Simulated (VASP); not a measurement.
```xyz
3
Lattice="0.0000 2.7364 2.7364 2.7364 0.0000 2.7364 2.7364 2.7364 0.0000" Properties=species:S:1:pos:R:3 pbc="T T T"
Si     1.3682     1.3682     1.3682
Si     4.1046     4.1046     4.1046
Ni     0.0000     0.0000     0.0000
```

The numbers are results of PBE GGA, VASP's PBE PAW potentials (set 64) (plane waves; VASP), not measurements. Settings: 300 eV cut-off, 14×14×14 Γ-centred mesh, Fermi-Dirac smearing of 0.050 eV, potentials Si Ni.

At this cut-off the stress carries a Pulay error, which pulls relaxed volumes low.

Estimate the energy per atom (σ→0), pressure, band gap (on the k-mesh) with the smallest direct gap where there is one.

band gap (on the k-mesh): none (metal, semimetal or under 0.01 eV)
energy per atom (σ→0): -5.788 eV/atom
pressure: -2.39 GPa

Only differences to runs with the same potentials and settings are physical.

The structure is a typed NiSi2 crystal. The cell was not relaxed at this level. The run is not spin-polarised, so no magnetic state was tried.
